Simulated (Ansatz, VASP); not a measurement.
TaAg3 in VASP and in Ansatz

```
CELL_PARAMETERS angstrom
4.19110 0.00000 0.00000
0.00000 4.19110 0.00000
0.00000 0.00000 4.19110
ATOMIC_POSITIONS crystal
Ta 0.00000 0.00000 0.00000
Ag 0.00000 0.50000 0.50000
Ag 0.50000 0.00000 0.50000
Ag 0.50000 0.50000 0.00000
```

Alike in both runs: task single point; functional PBE; k mesh 4 × 4 × 4; occupations gaussian, width 0.1 eV; no spin polarisation.

|  | VASP | Ansatz |
| --- | --- | --- |
| version | VASP 6.6.1 | Ansatz 0.2.0 |
| potentials or method | VASP PAW PBE potentials, release 64 (Ta_pv, Ag) | scalar-relativistic, plane waves, PAW |
| plane-wave cutoff (eV) | 520 | 420 |
| valence electrons in the cell | 44 | 70 |

VASP gave:

```
gap on the k mesh at the Fermi level (eV) : none
pressure (GPa)                            : -2.4
```

**Question.** Which values does Ansatz return?

**Answer.** gap on the k mesh at the Fermi level (eV): none; pressure (GPa): -2.3.

A gap of «none» marks a metal or a gap that the smearing closes. The two sets of potentials don't hold the same shells in valence.

Caveats: the k mesh is coarse (spacing up to 0.37 Å⁻¹), so the values aren't converged. The runs have no spin-orbit coupling, so splittings on Ta are missing.
